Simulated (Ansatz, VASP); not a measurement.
## SiTe2: VASP beside Ansatz

Wanted: the spread between two codes on one cell, functional and k mesh. The cell is taken from a series of runs on this material, whose earlier steps may have relaxed, scaled, displaced or heated it; both programs get it as it stands.

Method: plane waves, with VASP 6.6.1 beside it; zone-centre phonons at PBEsol, in Ansatz 0.2.0.

## 1. The starting structure

The cell holds 3 atoms: 1 Si and 2 Te. Its edges and angles: a = 3.740 Å, b = 3.684 Å, c = 30.424 Å, α = 90.0°, β = 90.0°, γ = 120.5°. Vacuum lies along c.

## 2. VASP: zone-centre phonons, PBEsol

Second derivatives magnify differences that forces hide, and they need a tight electronic threshold.

Lines of VASP's logs that name or quote its potential files are left out, and so is its time.

INCAR

```
SYSTEM = SiTe2
PREC = Accurate
ENCUT = 500
EDIFF = 1E-08
NELM = 120
ISMEAR = 1
SIGMA = 0.2
LREAL = .FALSE.
ALGO = Normal
GGA = PS
NBANDS = 14
LORBIT = 11
LWAVE = .FALSE.
LCHARG = .FALSE.
ISIF = 2
IBRION = 8
LASPH = .TRUE.
GGA_COMPAT = .FALSE.
NELMDL = -8
KPAR = 2
```

POSCAR

```
SiTe2
1.0
    3.7396058904      0.0000000000      0.0000000000
   -1.8698029452      3.1738218272      0.0000000000
    0.0000000000      0.0000000000     30.4240000000
Si Te
1 2
Direct
    0.0000000000      0.0000000000      0.3286878780
    0.3356285668      0.6712571336      0.3820984895
    0.6643714332      0.3287428664      0.2752772665
```

KPOINTS

```
Automatic mesh
0
Gamma
15 15 1
0 0 0
```

The projector-augmented-wave data sets are Si and Te (PBE family, release 64).

Started as:

```bash
> mpirun -np 2 vasp_std
```

Numbers of over 12 decimals in the logs are rounded to 6 here.

The program printed:

```text
[banner, memory and clock lines left out]
running    2 mpi-ranks, on    1 nodes
 distrk:  each k-point on    1 cores,    2 groups
 distr:  one band on    1 cores,    1 groups

 POSCAR found type information on POSCAR SiTe
 POSCAR found :  2 types and       3 ions
|                                                                             |
|               ----> ADVICE to this user running VASP <----                  |
|                                                                             |
|     You enforced a specific xc type in the INCAR file but a different       |
|     [... a line on the potential file left out ...]
|     I HOPE YOU KNOW WHAT YOU ARE DOING!                                     |
|                                                                             |

 LDA part: xc-table for (Slater+PW92), standard interpolation
 POSCAR, INCAR and KPOINTS ok, starting setup
 FFT: planning ... GRIDC
 FFT: planning ... GRID_SOFT
 FFT: planning ... GRID
 WAVECAR not read
 entering main loop
       N       E                     dE             d eps       ncg     rms          rms(c)
DAV:   1     0.105608578620E+03    0.10561E+03   -0.42710E+03  1792   0.733E+02
DAV:   2    -0.239620306310E+01   -0.10800E+03   -0.10053E+03  3092   0.125E+02
DAV:   3    -0.124785393738E+02   -0.10082E+02   -0.99329E+01  2440   0.483E+01
DAV:   4    -0.127783228254E+02   -0.29978E+00   -0.29886E+00  2426   0.104E+01
DAV:   5    -0.127900691741E+02   -0.11746E-01   -0.11745E-01  2996   0.218E+00
DAV:   6    -0.127901841122E+02   -0.11494E-03   -0.11494E-03  2644   0.188E-01
DAV:   7    -0.127901889128E+02   -0.48006E-05   -0.48005E-05  2962   0.342E-02
DAV:   8    -0.127901890209E+02   -0.10812E-06   -0.10801E-06  2692   0.384E-03    0.996E+00
DAV:   9    -0.126847873126E+02    0.10540E+00   -0.95356E-02  2362   0.209E+00    0.541E+00
DAV:  10    -0.126526627403E+02    0.32125E-01   -0.71948E-02  2428   0.153E+00    0.537E-01
DAV:  11    -0.126520528439E+02    0.60990E-03   -0.82860E-03  2374   0.576E-01    0.317E-01
DAV:  12    -0.126519174812E+02    0.13536E-03   -0.89509E-04  2844   0.176E-01    0.164E-01
DAV:  13    -0.126515815542E+02    0.33593E-03   -0.61630E-04  2368   0.135E-01    0.134E-01
DAV:  14    -0.126517127222E+02   -0.13117E-03   -0.68928E-05  2254   0.548E-02    0.313E-02
[...]
DAV:  22    -0.126521416498E+02   -0.43428E-05   -0.12266E-07  2284   0.104E-03    0.578E-04
DAV:  23    -0.126521440385E+02   -0.23888E-05   -0.31878E-08  2328   0.550E-04    0.378E-04
DAV:  24    -0.126521454515E+02   -0.14129E-05   -0.19499E-08  2098   0.391E-04    0.356E-04
DAV:  25    -0.126521458865E+02   -0.43506E-06   -0.12302E-09  1910   0.183E-04    0.115E-04
DAV:  26    -0.126521461571E+02   -0.27055E-06   -0.16269E-09  1656   0.149E-04    0.103E-04
DAV:  27    -0.126521461872E+02   -0.30120E-07    0.47100E-10  1922   0.557E-05    0.704E-05
DAV:  28    -0.126521462136E+02   -0.26393E-07    0.57824E-10  1520   0.422E-05    0.301E-05
DAV:  29    -0.126521462163E+02   -0.27296E-08    0.68288E-10  1898   0.180E-05
   1 F= -.12652146E+02 E0= -.12651839E+02  d E =-.922377E-03
 Linear response reoptimize wavefunctions to high precision
DAV:   1    -0.126521462180E+02   -0.16621E-08    0.68815E-10  1484   0.125E-05
DAV:   2    -0.126521462180E+02   -0.22283E-10    0.69951E-10  1964   0.601E-06
 Linear response DOF=           6
 Linear response progress:
  Degree of freedom:   1/  6
       N       E                     dE             d eps       ncg     rms          rms(c)
RMM:   1    -0.190268118756E-01   -0.19027E-01    0.12304E-02  4383   0.845E-01
RMM:   2    -0.165473522632E-01    0.24795E-02   -0.14156E-03  2889   0.213E-01    0.994E-02
RMM:   3    -0.165838770250E-01   -0.36525E-04   -0.73516E-05  2886   0.526E-02    0.560E-02
RMM:   4    -0.166644728953E-01   -0.80596E-04   -0.31920E-05  2921   0.291E-02    0.535E-03
RMM:   5    -0.166538053785E-01    0.10668E-04   -0.14796E-06  3076   0.750E-03    0.230E-03
RMM:   6    -0.166453890249E-01    0.84164E-05   -0.19545E-07  3157   0.229E-03    0.888E-04
RMM:   7    -0.166461425246E-01   -0.75350E-06   -0.15090E-08  3074   0.790E-04    0.270E-04
RMM:   8    -0.166467466321E-01   -0.60411E-06   -0.20692E-09  3243   0.220E-04    0.592E-05
RMM:   9    -0.166468133897E-01   -0.66758E-07   -0.47593E-10  3036   0.113E-04    0.416E-05
RMM:  10    -0.166468271143E-01   -0.13725E-07    0.40592E-10  3371   0.337E-05    0.516E-06
RMM:  11    -0.166468307980E-01   -0.36837E-08    0.10918E-09  3198   0.157E-05    0.279E-06
 first order change of Fermi-energy   0.31225E-03
 force on displaced ion       1 direction 1 :  -4.193   0.000   0.000
 Linear response progress:
  Degree of freedom:   2/  6
       N       E                     dE             d eps       ncg     rms          rms(c)
RMM:   1    -0.187330223468E-01   -0.18733E-01    0.11752E-02  4413   0.838E-01
RMM:   2    -0.164015263607E-01    0.23315E-02   -0.13749E-03  2887   0.210E-01    0.977E-02
RMM:   3    -0.164327411944E-01   -0.31215E-04   -0.77873E-05  2952   0.529E-02    0.547E-02
RMM:   4    -0.165080372674E-01   -0.75296E-04   -0.33234E-05  3055   0.292E-02    0.802E-03
RMM:   5    -0.165052189845E-01    0.28183E-05   -0.23106E-06  3091   0.804E-03    0.301E-03
RMM:   6    -0.164928194415E-01    0.12400E-04   -0.53220E-07  3138   0.357E-03    0.953E-04
RMM:   7    -0.164917284938E-01    0.10909E-05   -0.30100E-08  3243   0.104E-03    0.419E-04
RMM:   8    -0.164932746012E-01   -0.15461E-05   -0.65868E-09  3144   0.424E-04    0.108E-04
RMM:   9    -0.164932982790E-01   -0.23678E-07    0.11598E-09  3257   0.122E-04    0.319E-05
RMM:  10    -0.164932894721E-01    0.88069E-08    0.58550E-09  3236   0.659E-05    0.189E-05
 first order change of Fermi-energy   0.41361E-03
 force on displaced ion       1 direction 2 :  -0.000  -4.321   0.337
 Linear response progress:
  Degree of freedom:   3/  6
       N       E                     dE             d eps       ncg     rms          rms(c)
RMM:   1    -0.355463213424E-01   -0.35546E-01    0.41538E-02  4745   0.997E-01
RMM:   2    -0.309873664373E-01    0.45590E-02   -0.26805E-03  2897   0.309E-01    0.169E-01
RMM:   3    -0.309499650098E-01    0.37401E-04   -0.16170E-04  3151   0.773E-02    0.814E-02
RMM:   4    -0.309429909417E-01    0.69741E-05   -0.55779E-05  2997   0.360E-02    0.264E-02
RMM:   5    -0.309426718953E-01    0.31905E-06   -0.72192E-06  3184   0.122E-02    0.973E-03
RMM:   6    -0.309518880652E-01   -0.92162E-05   -0.90292E-07  3147   0.565E-03    0.336E-03
RMM:   7    -0.309517216669E-01    0.16640E-06   -0.17087E-07  3227   0.202E-03    0.410E-04
RMM:   8    -0.309518732930E-01   -0.15163E-06   -0.10896E-08  3319   0.544E-04    0.305E-04
RMM:   9    -0.309521940208E-01   -0.32073E-06   -0.23460E-08  3352   0.550E-04    0.119E-04
RMM:  10    -0.309522161409E-01   -0.22120E-07    0.45252E-10  3357   0.110E-04    0.556E-05
RMM:  11    -0.309522136928E-01    0.24481E-08   -0.39959E-10  3298   0.240E-04    0.337E-05
 first order change of Fermi-energy   0.14973E-03
 force on displaced ion       1 direction 3 :  -0.000   0.336  -8.781
 Linear response progress:
  Degree of freedom:   4/  6
       N       E                     dE             d eps       ncg     rms          rms(c)
RMM:   1    -0.408639828034E-01   -0.40864E-01    0.32066E-02  7626   0.105E+00
RMM:   2    -0.402864724552E-01    0.57751E-03   -0.20676E-03  5188   0.281E-01    0.711E-02
RMM:   3    -0.403521561510E-01   -0.65684E-04   -0.12716E-04  5149   0.679E-02    0.512E-02
RMM:   4    -0.404270381862E-01   -0.74882E-04   -0.20722E-05  5303   0.273E-02    0.137E-02
RMM:   5    -0.404519375737E-01   -0.24899E-04   -0.16999E-06  5523   0.863E-03    0.340E-03
RMM:   6    -0.404472435668E-01    0.46940E-05   -0.20751E-07  5493   0.257E-03    0.542E-04
RMM:   7    -0.404461226817E-01    0.11209E-05   -0.15580E-08  5761   0.742E-04    0.227E-04
RMM:   8    -0.404467564784E-01   -0.63380E-06   -0.50796E-09  5684   0.325E-04    0.461E-05
RMM:   9    -0.404467856951E-01   -0.29217E-07    0.74708E-10  5898   0.102E-04    0.234E-05
RMM:  10    -0.404467460841E-01    0.39611E-07    0.13222E-09  5736   0.422E-05    0.755E-06
RMM:  11    -0.404467586786E-01   -0.12594E-07   -0.12613E-09  5916   0.209E-05    0.393E-06
RMM:  12    -0.404467703547E-01   -0.11676E-07   -0.36738E-09  5965   0.109E-05    0.111E-06
RMM:  13    -0.404467723466E-01   -0.19919E-08   -0.59276E-09  5028   0.866E-06    0.328E-07
 first order change of Fermi-energy  -0.18072E-03
 force on displaced ion       2 direction 1 :  -2.742   0.009  -0.000
 Linear response progress:
  Degree of freedom:   5/  6
       N       E                     dE             d eps       ncg     rms          rms(c)
RMM:   1    -0.403846649514E-01   -0.40385E-01    0.30686E-02  4332   0.104E+00
RMM:   2    -0.398484753546E-01    0.53619E-03   -0.19880E-03  2922   0.276E-01    0.698E-02
RMM:   3    -0.399087826488E-01   -0.60307E-04   -0.12345E-04  2907   0.671E-02    0.502E-02
RMM:   4    -0.399756141684E-01   -0.66832E-04   -0.19280E-05  3030   0.266E-02    0.148E-02
RMM:   5    -0.400026584819E-01   -0.27044E-04   -0.22422E-06  3135   0.908E-03    0.357E-03
RMM:   6    -0.399997182537E-01    0.29402E-05   -0.32511E-07  3144   0.287E-03    0.191E-03
RMM:   7    -0.399970569966E-01    0.26613E-05   -0.58326E-08  3163   0.124E-03    0.316E-04
RMM:   8    -0.399969741434E-01    0.82853E-07   -0.86270E-09  3288   0.392E-04    0.133E-04
RMM:   9    -0.399971632860E-01   -0.18914E-06   -0.19572E-09  3283   0.143E-04    0.360E-05
RMM:  10    -0.399971683355E-01   -0.50496E-08    0.98240E-10  3288   0.604E-05    0.104E-05
 first order change of Fermi-energy   0.12146E-03
 force on displaced ion       2 direction 2 :  -0.000  -2.769   0.099
 Linear response progress:
  Degree of freedom:   6/  6
       N       E                     dE             d eps       ncg     rms          rms(c)
RMM:   1    -0.827682873117E-01   -0.82768E-01    0.45483E-02  4337   0.112E+00
RMM:   2    -0.810297057285E-01    0.17386E-02   -0.28399E-03  2939   0.324E-01    0.102E-01
RMM:   3    -0.809451826361E-01    0.84523E-04   -0.22445E-04  3086   0.843E-02    0.747E-02
RMM:   4    -0.808933084169E-01    0.51874E-04   -0.46739E-05  3046   0.333E-02    0.378E-02
RMM:   5    -0.808776638194E-01    0.15645E-04   -0.17390E-05  3135   0.205E-02    0.116E-02
RMM:   6    -0.808775891862E-01    0.74633E-07   -0.13073E-06  3126   0.619E-03    0.809E-03
RMM:   7    -0.808802709648E-01   -0.26818E-05   -0.35061E-07  3253   0.276E-03    0.141E-03
RMM:   8    -0.808811678249E-01   -0.89686E-06   -0.43333E-08  3225   0.924E-04    0.122E-03
RMM:   9    -0.808843665786E-01   -0.31988E-05   -0.11517E-07  3296   0.102E-03    0.510E-04
RMM:  10    -0.808849861823E-01   -0.61960E-06   -0.15051E-08  3359   0.290E-04    0.266E-04
RMM:  11    -0.808875039417E-01   -0.25178E-05   -0.83085E-08  3343   0.679E-04    0.231E-04
RMM:  12    -0.808876414062E-01   -0.13746E-06   -0.38597E-09  3476   0.165E-04    0.164E-04
RMM:  13    -0.808878651173E-01   -0.22371E-06    0.81975E-09  3550   0.285E-04    0.240E-05
RMM:  14    -0.808879926362E-01   -0.12752E-06    0.66806E-08  3594   0.123E-04    0.502E-05
RMM:  15    -0.808879965085E-01   -0.38723E-08    0.18333E-08  3546   0.114E-04    0.313E-05
 first order change of Fermi-energy   0.92127E+00
 force on displaced ion       2 direction 3 :  -0.000   0.116  -7.422
 Linear response finished
```

Parts of OUTCAR (step 2):

```text
ion  position               nearest neighbor table
   1  0.000  0.000  0.329-   3 2.68   2 2.68   3 2.69   3 2.69   2 2.69   2 2.69
   2  0.336  0.671  0.382-   1 2.68   1 2.69   1 2.69
   3  0.664  0.329  0.275-   1 2.68   1 2.69   1 2.69

  LATTYP: Found a base centered orthorhombic cell.
 ALAT       =     3.7396058904
 B/A-ratio  =     1.6974097914
 C/A-ratio  =     8.1356166643

 Subroutine GETGRP returns: Found  4 space group operations
 (whereof  2 operations were pure point group operations)

The static configuration has the point symmetry C_1h.
 The point group associated with its full space group is C_2h.

 Found     64 irreducible k-points:

   k-points           NKPTS =     64   k-points in BZ     NKDIM =     64   number of bands    NBANDS=     14

   dimension x,y,z NGX =    28 NGY =   28 NGZ =  224
   dimension x,y,z NGXF=    56 NGYF=   56 NGZF=  448

   ENCUT  =  500.0 eV  36.75 Ry    6.06 a.u.   6.82  6.72 55.47*2*pi/ulx,y,z

   NELECT =      16.0000    total number of electrons

 k-points in reciprocal lattice and weights: Automatic mesh
   0.00000000  0.00000000  0.00000000       0.004
   0.06666667  0.00000000  0.00000000       0.018
   0.13333333 -0.00000000  0.00000000       0.018
   0.20000000 -0.00000000  0.00000000       0.018
   0.26666667 -0.00000000  0.00000000       0.018
   0.33333333 -0.00000000  0.00000000       0.018
   0.40000000 -0.00000000  0.00000000       0.018
   0.46666667 -0.00000000  0.00000000       0.018
   0.00000000  0.06666667  0.00000000       0.009
[...]
0.00000000  0.46666667  0.00000000       0.009
   0.06666667  0.46666667  0.00000000       0.009

 average (electrostatic) potential at core
       1 -92.0592       2 -96.3471       3 -96.3471

  Total        0.7260368      0.9814406      0.1167260      0.0000000      0.0034436      0.0000000
  in kB        3.2213990      4.3546165      0.5179092      0.0000000      0.0152790      0.0000000
  external PRESSURE =       2.6979749 kB  Pullay stress =       0.0000000 kB

  energy-cutoff  :      500.00
  volume of cell :      361.10
      direct lattice vectors                 reciprocal lattice vectors
     3.739605890  0.000000000  0.000000000     0.267407858  0.157538774  0.000000000
    -1.869802945  3.173821827  0.000000000     0.000000000  0.315077548  0.000000000
     0.000000000  0.000000000 30.424000000     0.000000000  0.000000000  0.032868788

 POSITION                                       TOTAL-FORCE (eV/Angst)
 -----------------------------------------------------------------------------------
      0.00000      0.00000     10.00000         0.000000      0.000000      0.000000
     -0.00000      2.13045     11.62496        -0.000000      0.001269      0.037042
      1.86980      1.04337      8.37504         0.000000     -0.001269     -0.037042
 -----------------------------------------------------------------------------------
    total drift:                                0.000000     -0.000000      0.000004

 Eigenvectors and eigenvalues of the dynamical matrix
 ----------------------------------------------------

   1 f  =    9.223028 THz    57.949995 2PiTHz  307.647104 cm-1    38.143362 meV
             X         Y         Z           dx          dy          dz
      0.000000  0.000000 10.000000     0.000000   -0.070909    0.946488
     -0.000000  2.130451 11.624964    -0.000000    0.016218   -0.222044
      1.869803  1.043371  8.375036    -0.000000    0.016218   -0.222044

   2 f  =    6.441678 THz    40.474259 2PiTHz  214.871265 cm-1    26.640630 meV
             X         Y         Z           dx          dy          dz
      0.000000  0.000000 10.000000    -0.000000    0.946536    0.070760
     -0.000000  2.130451 11.624964     0.000000   -0.221940   -0.016535
      1.869803  1.043371  8.375036     0.000000   -0.221940   -0.016535

   3 f  =    6.363883 THz    39.985458 2PiTHz  212.276298 cm-1    26.318895 meV
             X         Y         Z           dx          dy          dz
      0.000000  0.000000 10.000000    -0.949139   -0.000000   -0.000000
     -0.000000  2.130451 11.624964     0.222637    0.000000    0.000000
      1.869803  1.043371  8.375036     0.222637    0.000000   -0.000000

   4 f  =    4.474512 THz    28.114187 2PiTHz  149.253650 cm-1    18.505086 meV
             X         Y         Z           dx          dy          dz
      0.000000  0.000000 10.000000     0.000000    0.000000    0.000000
     -0.000000  2.130451 11.624964    -0.000000   -0.005399    0.707086
      1.869803  1.043371  8.375036     0.000000    0.005399   -0.707086

   5 f  =    2.547587 THz    16.006962 2PiTHz   84.978358 cm-1    10.535969 meV
             X         Y         Z           dx          dy          dz
      0.000000  0.000000 10.000000    -0.000000    0.000000   -0.000000
     -0.000000  2.130451 11.624964     0.707107   -0.000000   -0.000000
      1.869803  1.043371  8.375036    -0.707107    0.000000    0.000000

   6 f  =    2.544465 THz    15.987347 2PiTHz   84.874227 cm-1    10.523058 meV
             X         Y         Z           dx          dy          dz
      0.000000  0.000000 10.000000     0.000000    0.000000    0.000000
     -0.000000  2.130451 11.624964     0.000000    0.707086    0.005399
      1.869803  1.043371  8.375036    -0.000000   -0.707086   -0.005399

   7 f/i=    0.000061 THz     0.000381 2PiTHz    0.002022 cm-1     0.000251 meV
             X         Y         Z           dx          dy          dz
      0.000000  0.000000 10.000000     0.314857   -0.000000    0.000000
     -0.000000  2.130451 11.624964     0.671143   -0.000000    0.000000
      1.869803  1.043371  8.375036     0.671143   -0.000000    0.000000

   8 f/i=    0.000499 THz     0.003136 2PiTHz    0.016650 cm-1     0.002064 meV
             X         Y         Z           dx          dy          dz
      0.000000  0.000000 10.000000    -0.000000   -0.021401    0.314129
     -0.000000  2.130451 11.624964    -0.000000   -0.045448    0.669602
      1.869803  1.043371  8.375036    -0.000000   -0.045448    0.669602

   9 f/i=    0.005223 THz     0.032819 2PiTHz    0.174230 cm-1     0.021602 meV
             X         Y         Z           dx          dy          dz
      0.000000  0.000000 10.000000     0.000000    0.313979    0.021849
     -0.000000  2.130451 11.624964     0.000000    0.669637    0.045343
      1.869803  1.043371  8.375036     0.000000    0.669637    0.045343

 ELASTIC MODULI CONTR FROM IONIC RELAXATION (kBar)
 Direction    XX          YY          ZZ          XY          YZ          ZX
 --------------------------------------------------------------------------------
 XX         -39.2041     -3.2712    -78.6640     -0.0000     21.0774      0.0000
 YY          -3.2712    -37.8656    -63.3113      0.0000    -25.4664     -0.0000
 ZZ         -78.6640    -63.3113   -243.5038     -0.0000      1.1950      0.0000
 XY          -0.0000      0.0000     -0.0000     -0.3013      0.0000      5.2325
 YZ          21.0774    -25.4664      1.1950      0.0000    -31.0486     -0.0000
 ZX           0.0000     -0.0000      0.0000      5.2325     -0.0000    -90.8828
 --------------------------------------------------------------------------------
```

(Part 1 of 2 ends here.)

[Lines on the potential files, build, host, timing and source positions are cut from VASP's logs without a mark.]

[Logs are printed without paths, hosts, clocks, repeated set-up lines and the standing remarks that a program may print on its own settings, such as how far it seeks lower states.]

[Hosts, paths, dates, database ids (printed as entryN), source tags and the programs' standing remarks are cut or masked in the printed files.]
